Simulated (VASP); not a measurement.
Set up this calculation in VASP 6.6.1, as the native input.

* Task: relaxation of cell and atoms
* Functional: PBE
* Potentials or basis: VASP PAW PBE potentials, release 64 (Cd, Hg, S)
* Cutoff: 600 eV
* k mesh: 8 × 8 × 4
* Occupations: gaussian, width 0.05 eV
* Spin: no spin polarisation
* Further INCAR settings: ALGO = Normal; EDIFF = 1e-07; IBRION = 2; EDIFFG = -0.01; NSW = 40; ISIF = 3

The structure of CdHgS2 lies in POSCAR:

```
CdHgS2
1.0
    4.0518300000      0.0000000000      0.0000000000
   -2.0259200000      3.5089900000      0.0000000000
    0.0000000000      0.0000000000      7.6300500000
Cd Hg S
1 1 2
Direct
    0.0000000000      0.0000000000      0.0000000000
    0.6666700000      0.3333300000      0.5000000000
    0.6666700000      0.3333300000      0.8068800000
    0.6666700000      0.3333300000      0.1931200000
```

The cell was built by a generator and needn't be a form met in nature.

These files were run (other wordings do the same):

INCAR

```
ALGO     = Normal         # electronic algorithm
EDIFF    = 1E-7           # SCF threshold, eV
EDIFFG   = -0.01          # ionic threshold
ENCUT    = 600            # plane-wave cutoff, eV
GGA      = PE             # functional
IBRION   = 2              # ionic algorithm
ISIF     = 3              # what is computed and relaxed
ISMEAR   = 0              # smearing method
LASPH    = T              # aspherical terms in the spheres
LCHARG   = F              # write CHGCAR
LREAL    = F              # projectors in reciprocal space
LWAVE    = F              # write WAVECAR
NELM     = 60             # most SCF steps
NSW      = 40             # ionic steps
PREC     = Accurate       # precision mode
SIGMA    = 0.05           # smearing width, eV
```

KPOINTS

```
k-points
0
Gamma
  8 8 4
```

Potentials or basis: VASP PAW PBE potentials, release 64 (Cd, Hg, S).

Run with:

```bash
$ cat potpaw_PBE.64/Cd/POTCAR potpaw_PBE.64/Hg/POTCAR potpaw_PBE.64/S/POTCAR > POTCAR
$ mpirun -np 1 vasp_std > vasp.out
```

It gave:

```
Relaxed volume                         : 27.25 Å³/atom
Relaxed cell                           : a = 4.056 Å, b = 4.056 Å, c = 7.651 Å, α = 90.00°, β = 90.00°, γ = 120.00°
Space group after relaxing (to 0.05 Å) : P-6m2 (No. 187)
Energy gained by relaxing              : 0.2 meV/atom
Ionic steps                            : 5
Pressure after relaxing                : 0.0 GPa
Largest force after relaxing           : 0.003 eV/Å
Band gap on the k mesh                 : 0.09 eV, direct
```

Caveat: spin-orbit coupling is left out, which moves the levels of the heavy elements.

Wall time 3.5 min on 1 thread of AMD EPYC 9R45 96-Core Processor (Zen 5) (shared host), peak memory 0.37 GiB.
